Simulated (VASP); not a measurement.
Consider the following.

```
CELL_PARAMETERS angstrom
      2.22995    -3.86239     0.00000
      2.22995     3.86239     0.00000
      0.00000     0.00000     4.99976
ATOMIC_POSITIONS crystal
  Se 0.00000 0.21987 0.66667
  Se 0.78013 0.78013 0.00000
  Se 0.21987 0.00000 0.33333
```

Method: PBE GGA, VASP's PBE PAW potentials (set 64) (plane waves; VASP 6.6.1). Numerical set-up: 480 eV cut-off, 6×6×6 Γ-centred mesh, Gaussian smearing of 0.050 eV, potentials Se.

Without a dispersion term in the relaxation, distances and binding between the weakly bound layers, chains or molecules are unreliable, and so is what depends on them.

Q: Predict the energy per atom (σ→0), pressure, largest force.

A: 
| Item | Result |
|---|---|
| energy per atom (σ→0) | -3.499 eV/atom |
| pressure | 1.60 GPa |
| largest force | 0.314 eV/Å |

Only differences to runs with the same potentials and settings are physical.

The compound is Se in the trig structure. This cell was strained or had an atom moved on purpose.
